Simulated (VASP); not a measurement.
A cell of TiC (rock salt) near equilibrium:

```
TiC
1.0
    0.00000     2.16711     2.16711
    2.16711     0.00000     2.16711
    2.16711     2.16711     0.00000
Ti C
1 1
Direct
  0.00000   0.00000   0.00000
  0.50000   0.50000   0.50000
```

Level of theory: PBE GGA, VASP's PBE PAW potentials (set 64) (plane waves; VASP).

```json
[
 {"run": "as it is", "ΔE (meV/atom)": "0.0", "σxx": "-0.12", "σyy": "-0.12", "σzz": "-0.12", "largest shear component, with its sign (GPa)": "0.00", "largest force (eV/Å)": "0.000"},
 {"run": "after one change", "ΔE (meV/atom)": "1.7", "σxx": "-3.74", "σyy": "-3.74", "σzz": "-3.74", "largest shear component, with its sign (GPa)": "0.00", "largest force (eV/Å)": "0.000"}
]
```
Stress is in GPa, positive when the cell is compressed.

**Question.** Name the change that produced these shifts.
(A) isotropic strain of +0.5 %
(B) atom 1 (Ti) moved by 0.200 Å along x
(C) uniaxial strain of -1.0 % along y
(D) isotropic strain of +3.0 %

**Answer.** A, isotropic strain of +0.5 %

The compound is TiC in the rock salt structure.
